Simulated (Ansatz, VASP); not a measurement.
**Cu (Cu wire along [110], 4 atoms a period): VASP beside Ansatz**

One calculation is typed for both programs; each brings its own data sets. How far apart do they land? Of the first pair: The structure shown is the start of the Ansatz relaxation below; VASP solves that cell, so the two are compared at the walk's first step.

Program: Ansatz 0.2.0. Level of theory: plane waves, with VASP 6.6.1 beside it; single point at PBE. Results are calculated unless marked as measured.

### 1. The starting structure

The cell holds 4 atoms: 4 Cu. Its edges and angles: a = 10.430 Å, b = 9.367 Å, c = 2.567 Å, α = 90.0°, β = 90.0°, γ = 90.0°. Vacuum lies along a and b. The structure's axis is c.

### 2. Ansatz: relaxation, PBE

Ansatz runs on its PAW soft_1 files.

The two programs are compared at the cell with which this relaxation starts, whose forces are those of its first step.

File input.yaml:

```yaml
crystal:
  lattice:
    - [10.43, 0.0, 0.0]
    - [0.0, 9.367, 0.0]
    - [0.0, 0.0, 2.5667976157]
  atoms:
    - { symbol: Cu, position: [0.325982742, 0.499989197, 0.0] }
    - { symbol: Cu, position: [0.674017258, 0.499989197, 0.0] }
    - { symbol: Cu, position: [0.5, 0.362976407, 0.5] }
    - { symbol: Cu, position: [0.5, 0.637001987, 0.5] }
kpoints:
  mp_grid: { grid: [1, 1, 32] }
scf:
  occupations: { method: fermi_dirac, width: 0.05 }
hamiltonian:
  xc: pbe
  pseudopotentials: { kind: paw, azcp: { folder: soft_1 } }
relax:
  cell: { fix: [a, b, alpha, beta, gamma] }
  max_steps: 45
  f_tol: 0.03
```

Started as:

```sh
> ansatz run input.yaml --threads 4 --pin off --max-ram 16384MiB --backend cpu --events-out ev --progress --plain --runs-dir out
```

Numbers of over 12 decimals in the logs are rounded to 6 here.

The log of the run:

```text
Engine: ansatz 0.2.0, aarch64-unknown-linux-gnu
Pseudopotentials: kind: paw
Pseudopotential: Cu, paw, valence charge 19, recommended cutoff 420 eV (normal), soft_1/Cu.paw.azcp
Functional definition: PBE
  parameter kappa = 0.804
  parameter beta = 0.066725
  exchange = pbe_x(kappa = kappa, mu = beta*pi^2/3)
  correlation = pbe_c(beta = beta)
Crystal: 4 atoms, lattice volume = 250.771 Å³
Basis set: ecut = 420 eV, 4917 PW (Γ), exchange–correlation on 144×128×36 points (8 copies of the dense FFT grid, shifted against one another)
Bands: 46, of which v1, the nominal top of the filled ones, is band 38 counted from 1 (37 counted from 0)
Symmetry: 8 space group operations
Space group: Pmmm (ITA 47), of the structure as read, at distance tolerance 6.3e-5 Å
k-points: 17 of 32
Non-local potential: Cu, projectors of the file, l = 0: 3, l = 1: 2, l = 2: 3, l = 3: 1
PAW form: soft (Blöchl's): semilocal exchange-correlation on the pseudo side does not see the compensation charge
PAW one-centre angular grid: Cu, 590 points (default); XC on 64 Gauss nodes
Initial density: superposition of atomic densities (neutral atoms: chi_scale 0, normalization atom)
Initial wavefunctions: pseudopotential atomic-orbital guess
Functional: x = pbe(κ = 0.804, μ = 0.219515), c = pbe(β = 0.066725)
SCF iter   1: F=—  HF=-26498.732189 eV  |F-HF|=—  |Δ(HF+E_count)|=         —  Δρ=7.85e-2  dr2=1.03e1  ethr=3.10e-3  ⟨swp⟩=7.3  Hψ=3224  notcnv=0  defer=2
preconditioner: auto → LDOS  [insulator: Δε(μ)=0.180 eV  Ē_g=5.583 eV  σ=0.050 eV  W_gap=0.68  n_scr=36 (ndim 8)  ℏωp=15.6 eV  f_vac=0.678  D(μ)=1.54/eV (n_scr^D=8)  ε∞_Penn≈8.8  β→1.0]
SCF iter   2: F=—  HF=-26507.910545 eV  |F-HF|=—  |Δ(HF+E_count)|=    9.18e0  Δρ=1.55e-1  dr2=3.44e1  ethr=3.10e-3  ⟨swp⟩=4.0  Hψ=2271  notcnv=0  defer=22  recentre
SCF iter   3: F=—  HF=-26496.917163 eV  |F-HF|=—  |Δ(HF+E_count)|=    1.10e1  Δρ=2.29e-2  dr2=8.63e-1  ethr=3.10e-3  ⟨swp⟩=4.0  Hψ=2200  notcnv=0  defer=33
SCF iter   4: F=—  HF=-26496.758044 eV  |F-HF|=—  |Δ(HF+E_count)|=   1.59e-1  Δρ=5.61e-3  dr2=4.43e-2  ethr=1.14e-3  ⟨swp⟩=2.2  Hψ=1394  notcnv=0  defer=29
SCF iter   5: F=—  HF=-26496.754057 eV  |F-HF|=—  |Δ(HF+E_count)|=   3.99e-3  Δρ=2.07e-3  dr2=6.25e-3  ethr=5.83e-5  ⟨swp⟩=2.0  Hψ=1354  notcnv=0  defer=31
SCF iter   6: F=—  HF=-26496.757074 eV  |F-HF|=—  |Δ(HF+E_count)|=   3.02e-3  Δρ=8.65e-4  dr2=1.81e-3  ethr=8.22e-6  ⟨swp⟩=2.0  Hψ=1229  notcnv=0  defer=31
SCF iter   7: F=—  HF=-26496.757032 eV  |F-HF|=—  |Δ(HF+E_count)|=   4.22e-5  Δρ=2.74e-4  dr2=1.42e-4  ethr=2.38e-6  ⟨swp⟩=2.0  Hψ=1149  notcnv=0  defer=31
SCF iter   8: F=—  HF=-26496.757044 eV  |F-HF|=—  |Δ(HF+E_count)|=   1.16e-5  Δρ=3.40e-5  dr2=2.13e-6  ethr=1.86e-7  ⟨swp⟩=2.0  Hψ=1118  notcnv=0  defer=31
SCF iter   9: F=—  HF=-26496.757170 eV  |F-HF|=—  |Δ(HF+E_count)|=   1.26e-4  Δρ=1.15e-5  dr2=2.67e-7  ethr=2.80e-9  ⟨swp⟩=2.1  Hψ=1135  notcnv=0  defer=31
SCF iter  10: F=-26496.757170 eV  HF=-26496.757170 eV  |F-HF|=4.32e-9  |Δ(HF+E_count)|=   2.94e-8  Δρ=1.65e-6  dr2=7.27e-9  ethr=1.32e-10  ⟨swp⟩=4.2  Hψ=2521  notcnv=0
SCF 1 converged in 10 iterations: F = -26496.757170 eV  dr2 = 7.27e-9
  greatest PAW one-centre occupation: 1.000 electrons in one spin orbital (limit 2), on the Cu atom at site 1 (counted from 0), in its partial waves of l = 0
relax step   1: F+E_penalty+E_count = -26496.75717014 eV  Δ(F+E_penalty+E_count) = +0.000e0 eV  max|allowed force component| = 7.892e-1 eV/Å  Δτ_max = 0.0000 Å  P = -1.747 GPa  Ω = 250.771 Å³  fix = [a, b, alpha, beta, gamma]  reactions: a -1.738, b -0.814 GPa  (10 SCF iters, dr2 threshold 1.00e-7 eV, accepted)
[...]
relax step   3: F+E_penalty+E_count = -26496.95212684 eV  Δ(F+E_penalty+E_count) = -4.671e-2 eV  max|allowed force component| = 1.758e-1 eV/Å  Δτ_max = 0.0795 Å  P = +0.416 GPa  Ω = 239.839 Å³  energy of the carried Pulay correction = +1.988e-3 eV  fix = [a, b, alpha, beta, gamma]  reactions: a +0.354, b +0.427 GPa  (9 SCF iters, dr2 threshold 4.00e-7 eV, accepted)
[...]
relax step   4: F+E_penalty+E_count = -26496.95802183 eV  Δ(F+E_penalty+E_count) = -5.895e-3 eV  max|allowed force component| = 2.511e-2 eV/Å  Δτ_max = 0.0364 Å  P = +0.128 GPa  Ω = 240.870 Å³  energy of the carried Pulay correction = +1.796e-3 eV  fix = [a, b, alpha, beta, gamma]  reactions: a +0.115, b +0.176 GPa  (7 SCF iters, dr2 threshold 4.00e-7 eV, accepted)
[...]
relax step   5: F+E_penalty+E_count = -26496.95808064 eV  Δ(F+E_penalty+E_count) = -5.881e-5 eV  max|allowed force component| = 4.258e-4 eV/Å  Δτ_max = 0.0045 Å  P = +0.053 GPa  Ω = 241.339 Å³  energy of the carried Pulay correction = +1.709e-3 eV  fix = [a, b, alpha, beta, gamma]  reactions: a +0.065, b +0.132 GPa  (7 SCF iters, dr2 threshold 2.20e-8 eV, accepted)
[...]
relax step   6: F+E_penalty+E_count = -26496.95608539 eV  Δ(F+E_penalty+E_count) = +1.995e-3 eV  max|allowed force component| = 3.371e-4 eV/Å  Δτ_max = 0.0000 Å  P = +0.057 GPa  Ω = 241.339 Å³  fix = [a, b, alpha, beta, gamma]  reactions: a +0.068, b +0.134 GPa  stress off target by 3.07e-2 GPa on what of the cell is left free  SCF on the basis re-selected at this cell (its energy is not comparable with the rows above)  (8 SCF iters)
basis re-selected at this cell: Δ(F+E_penalty+E_count) = +1.995e-3 eV, ΔP = +0.003 GPa vs the last step (what re-selecting the basis moved, of the pressure what is left beyond the Pulay correction that the steps carried, after the strain that the cell walked since its last selection, with what the two solves' SCF thresholds leave and, on support functions, any second-order correction that the steps lacked; it is no m [...]
SCF converged after 8 iterations
Free energy (F): -26496.956085 eV
Harris-Foulkes:  -26496.956085 eV  (|F-HF|=7.28e-12)
Internal energy: -26496.947051 eV  (E = F + TS)
E sigma→0 (E₀):  -26496.951568 eV
Entropy (-TS):   -0.009034 eV (-2.258 meV/atom)
Fermi energy:    -0.252357 eV
--- Per-component energies (eV) ---
  E_band       = -2686.495801
  E_kinetic    = 1046.801988
  E_local      = -53422.765457  (includes V_loc(G=0)·N_el)
  E_nonlocal   = 3587.531215
  E_hartree    = 24729.794114
  E_xc         = -268.756197
  E_vxc        = -346.292958  (∫ρ·V_xc dr)
  E_paw        = -7284.230579  (= ΣΔE_a)
  E_vpaw       = -3011.363898  (= ΣTr[D̂ρ^β])
  E_aug_tail   = 0.004289  (compensation charges beyond the density's cutoff)
  E_ewald      = 5114.673577
  E_smearing   = -0.009034  (= −TS)
  E_closure    = -0.000000  (closes the sum)
  Σ components = -26496.956085   (vs F -26496.956085, Δ=0.00e0)
--- Forces (eV/Å), atoms counted from 1 ---
  atom   1  Cu    -0.00001386     0.00000000     0.00000000
  atom   2  Cu     0.00001386     0.00000000     0.00000000
  atom   3  Cu     0.00000000     0.00033711     0.00000000
  atom   4  Cu    -0.00000000    -0.00033711     0.00000000
  max |Σ_I F_I| component: 1.08e-19 eV/Å
--- Stress (GPa, compression-positive) ---
        0.067821       0.000000       0.000000
        0.000000       0.133724       0.000000
        0.000000       0.000000      -0.030734
  P = ⅓ Tr σ = 0.0569 GPa (0.569 kbar)
--- Relaxed structure (5 steps of the walk, 5 accepted, 1 SCFs on fresh bases) ---
  F+E_penalty+E_count = -26496.95608539 eV   max|allowed force component| = 3.371e-4 eV/Å   (the final SCF, on the basis selected at the relaxed cell)
  cell:  # Å, volume = 241.3392 Å³
    - [10.43, 0.0, 0.0]
    - [0.0, 9.367, 0.0]
    - [0.0, 0.0, 2.470262]
  atoms:
    - { symbol: Cu, position: [0.341696, 0.499989, 0.0] }
    - { symbol: Cu, position: [0.658304, 0.499989, 0.0] }
    - { symbol: Cu, position: [0.5, 0.358718, 0.5] }
    - { symbol: Cu, position: [0.5, 0.641261, 0.5] }
```

Reading the cycles: dr2 is the Hartree energy of the density residual (eV), the measure of convergence; HF is the Harris–Foulkes estimate of the energy, which meets the free energy F at convergence.

### 3. VASP: single point, PBE, start cell, pair 1

The same cell, functional, mesh and smearing now go to VASP, with its own data sets.

Lines of VASP's logs that name or quote its potential files are left out, and so is its time.

File INCAR:

```
SYSTEM = Cu
PREC = Accurate
ENCUT = 520
EDIFF = 1E-06
NELM = 120
ISMEAR = -1
SIGMA = 0.05
LREAL = .FALSE.
ALGO = Normal
GGA = PE
NBANDS = 28
LASPH = .TRUE.
LORBIT = 11
LWAVE = .FALSE.
LCHARG = .FALSE.
ISIF = 2
GGA_COMPAT = .FALSE.
```

File POSCAR:

```
Cu
1.0
   10.4300000000      0.0000000000      0.0000000000
    0.0000000000      9.3670000000      0.0000000000
    0.0000000000      0.0000000000      2.5667980000
Cu
4
Direct
    0.3259827421      0.4999892175      0.0000000000
    0.6740172579      0.4999892175      0.0000000000
    0.5000000000      0.3629764065      0.5000000000
    0.5000000000      0.6370020284      0.5000000000
```

File KPOINTS:

```
Automatic mesh
0
Gamma
1 1 32
0 0 0
```

Potentials, in the order of the species: Cu (PBE family, release 64).

Started as:

```sh
> mpirun -np 1 vasp_std
```

The log of the run:

```text
[banner, memory and clock lines left out]
running    1 mpi-ranks, on    1 nodes
 distrk:  each k-point on    1 cores,    1 groups
 distr:  one band on    1 cores,    1 groups

 POSCAR found type information on POSCAR Cu
 POSCAR found :  1 types and       4 ions
 LDA part: xc-table for (Slater+PW92), standard interpolation
 POSCAR, INCAR and KPOINTS ok, starting setup
 FFT: planning ... GRIDC
 FFT: planning ... GRID_SOFT
 FFT: planning ... GRID
 WAVECAR not read
 entering main loop
       N       E                     dE             d eps       ncg     rms          rms(c)
DAV:   1     0.326433237945E+03    0.32643E+03   -0.16869E+04   952   0.150E+03
DAV:   2     0.419478835610E+01   -0.32224E+03   -0.30874E+03   952   0.332E+02
DAV:   3    -0.122426347859E+02   -0.16437E+02   -0.15431E+02  1100   0.117E+02
DAV:   4    -0.129805116256E+02   -0.73788E+00   -0.73000E+00  1096   0.276E+01
DAV:   5    -0.130053615492E+02   -0.24850E-01   -0.24825E-01  1148   0.354E+00    0.109E+01
DAV:   6    -0.121103382065E+02    0.89502E+00   -0.25239E+01  1156   0.909E+01    0.652E+00
DAV:   7    -0.110528031991E+02    0.10575E+01   -0.53688E+00  1212   0.449E+01    0.950E-01
DAV:   8    -0.110615735647E+02   -0.87704E-02   -0.59293E-01  1264   0.251E+01    0.140E+00
DAV:   9    -0.110372692998E+02    0.24304E-01   -0.12280E-01  1152   0.167E+01    0.796E-01
DAV:  10    -0.110291485654E+02    0.81207E-02   -0.91551E-02  1296   0.517E+00    0.350E-01
DAV:  11    -0.110255925174E+02    0.35560E-02   -0.19490E-02  1312   0.571E+00    0.150E-01
DAV:  12    -0.110256048385E+02   -0.12321E-04   -0.67810E-03  1376   0.299E+00    0.835E-02
DAV:  13    -0.110258921218E+02   -0.28728E-03   -0.15113E-03  1132   0.139E+00    0.305E-02
DAV:  14    -0.110260335290E+02   -0.14141E-03   -0.47978E-04  1120   0.472E-01    0.301E-02
DAV:  15    -0.110262943556E+02   -0.26083E-03   -0.21889E-04  1312   0.294E-01    0.167E-02
DAV:  16    -0.110263362474E+02   -0.41892E-04   -0.38912E-05  1200   0.112E-01    0.218E-02
DAV:  17    -0.110263747508E+02   -0.38503E-04   -0.27316E-05  1176   0.822E-02    0.623E-03
DAV:  18    -0.110263775505E+02   -0.27997E-05   -0.15862E-05  1220   0.647E-02    0.576E-03
DAV:  19    -0.110263778716E+02   -0.32113E-06   -0.27203E-06   896   0.453E-02
   1 F= -.11026378E+02 E0= -.11021848E+02  d E =-.905936E-02
```

OUTCAR, selected parts (step 3):

```text
ion  position               nearest neighbor table
   1  0.326  0.500  0.000-   4 2.57   4 2.57   3 2.57   3 2.57
   2  0.674  0.500  0.000-   4 2.57   4 2.57   3 2.57   3 2.57
   3  0.500  0.363  0.500-   1 2.57   2 2.57   1 2.57   2 2.57   4 2.57
   4  0.500  0.637  0.500-   1 2.57   2 2.57   1 2.57   2 2.57   3 2.57

  LATTYP: Found a simple orthorhombic cell.
 ALAT       =     2.5667980000
 B/A-ratio  =     3.6492937894
 C/A-ratio  =     4.0634284428

 Subroutine GETGRP returns: Found  8 space group operations
 (whereof  4 operations were pure point group operations)

The static configuration has the point symmetry C_2v.
 The point group associated with its full space group is D_2h.

 Found     17 irreducible k-points:

   k-points           NKPTS =     17   k-points in BZ     NKDIM =     17   number of bands    NBANDS=     28

   dimension x,y,z NGX =    80 NGY =   70 NGZ =   20
   dimension x,y,z NGXF=   160 NGYF=  140 NGZF=   40

   ENCUT  =  520.0 eV  38.22 Ry    6.18 a.u.  19.39 17.42  4.77*2*pi/ulx,y,z

   NELECT =      44.0000    total number of electrons

 k-points in reciprocal lattice and weights: Automatic mesh
   0.00000000  0.00000000  0.00000000       0.031
   0.00000000  0.00000000  0.03125000       0.062
   0.00000000  0.00000000  0.06250000       0.062
   0.00000000  0.00000000  0.09375000       0.062
   0.00000000  0.00000000  0.12500000       0.062
   0.00000000  0.00000000  0.15625000       0.062
   0.00000000  0.00000000  0.18750000       0.062
   0.00000000  0.00000000  0.21875000       0.062
   0.00000000  0.00000000  0.25000000       0.062
[...]
0.00000000  0.00000000  0.46875000       0.062
   0.00000000  0.00000000  0.50000000       0.031

 average (electrostatic) potential at core
       1 -72.6143       2 -72.6143       3 -72.6298       4 -72.6298

 E-fermi :  -2.0453

 k-point     1 :       0.0000    0.0000    0.0000
  band No.  band energies     occupation
    ...
     19      -3.3230      2.00000
     20      -3.2871      2.00000
     21      -3.2154      2.00000
     22      -3.2074      2.00000
     23      -2.9642      2.00000
     24      -1.6902      0.00165
     25      -0.7767      0.00000
     26      -0.5836      0.00000
     27       1.0151      0.00000
     28       2.2959      0.00000

 k-point     2 :       0.0000    0.0000    0.0313
  band No.  band energies     occupation
    ...
     19      -3.3305      2.00000
     20      -3.3024      2.00000
     21      -3.2253      2.00000
     22      -3.2227      2.00000
     23      -2.9411      2.00000
     24      -1.6624      0.00094
     25      -0.7344      0.00000
     26      -0.5533      0.00000
     27       1.0491      0.00000
     28       2.3191      0.00000

 k-point     3 :       0.0000    0.0000    0.0625
  band No.  band energies     occupation
    ...
     19      -3.3503      2.00000
     20      -3.3439      2.00000
     21      -3.2728      2.00000
     22      -3.2419      2.00000
     23      -2.8757      2.00000
     24      -1.5821      0.00019
     25      -0.6119      0.00000
     26      -0.4635      0.00000
     27       1.1497      0.00000
     28       2.3861      0.00000

  Total       -2.5885924     -1.1911286     -3.9813292      0.0000000      0.0000000      0.0000000
  in kB      -16.5385614     -7.6101411    -25.4367810      0.0000000      0.0000000      0.0000000
  external PRESSURE =     -16.5284945 kB  Pullay stress =       0.0000000 kB

  energy-cutoff  :      520.00
  volume of cell :      250.77
      direct lattice vectors                 reciprocal lattice vectors
    10.430000000  0.000000000  0.000000000     0.095877277  0.000000000  0.000000000
     0.000000000  9.367000000  0.000000000     0.000000000  0.106757767  0.000000000
     0.000000000  0.000000000  2.566798000     0.000000000  0.000000000  0.389590455

 POSITION                                       TOTAL-FORCE (eV/Angst)
 -----------------------------------------------------------------------------------
      3.40000      4.68340      0.00000         0.755222     -0.000000      0.000000
      7.03000      4.68340      0.00000        -0.755222     -0.000000      0.000000
      5.21500      3.40000      1.28340         0.000000      0.545630      0.000000
      5.21500      5.96680      1.28340         0.000000     -0.545630      0.000000
 -----------------------------------------------------------------------------------
    total drift:                                0.000000     -0.000006     -0.000000

  FREE ENERGIE OF THE ION-ELECTRON SYSTEM (eV)
  ---------------------------------------------------
  free  energy   TOTEN  =       -11.0263778716 eV

  energy  without entropy=      -11.0173185124  energy(sigma->0) =      -11.02184819

 total charge
# of ion       s       p       d       tot
------------------------------------------
    1        0.442   0.180   9.239   9.860
    2        0.442   0.180   9.239   9.860
    3        0.430   0.211   9.227   9.869
    4        0.430   0.211   9.227   9.869
--------------------------------------------------
tot          1.743   0.782  36.932  39.457

[... 3 further parts left out ...]
```

### 4. Comparison

Known differences besides the potentials themselves: the data sets hold 76 valence electrons in Ansatz (on its PAW soft_1 files) and 44 in VASP; the cutoff is 420 eV in Ansatz and 520 eV in VASP. Total energies have different zeros and are not compared.

Forces (eV/Å; atoms numbered as in POSCAR):

```tsv
atom	Ansatz x, y, z	VASP x, y, z
Cu1	0.789, 0.000, 0.000	0.755, 0.000, 0.000
Cu2	-0.789, 0.000, 0.000	-0.755, 0.000, 0.000
Cu3	0.000, 0.576, 0.000	0.000, 0.546, 0.000
Cu4	0.000, -0.576, 0.000	0.000, -0.546, 0.000
```

The forces differ by 19 meV/Å r.m.s., which is 4.9 % of the r.m.s. force of 0.380 eV/Å (both taken over all components).

(Continued in part 2 of 2.)

[Lines on the potential files, build, host, timing and source positions are cut from VASP's logs without a mark.]

[Logs are printed without paths, hosts, clocks, repeated set-up lines and the standing remarks that a program may print on its own settings, such as how far it seeks lower states.]

[Hosts, paths, dates, database ids (printed as entryN), source tags and the programs' standing remarks are cut or masked in the printed files.]
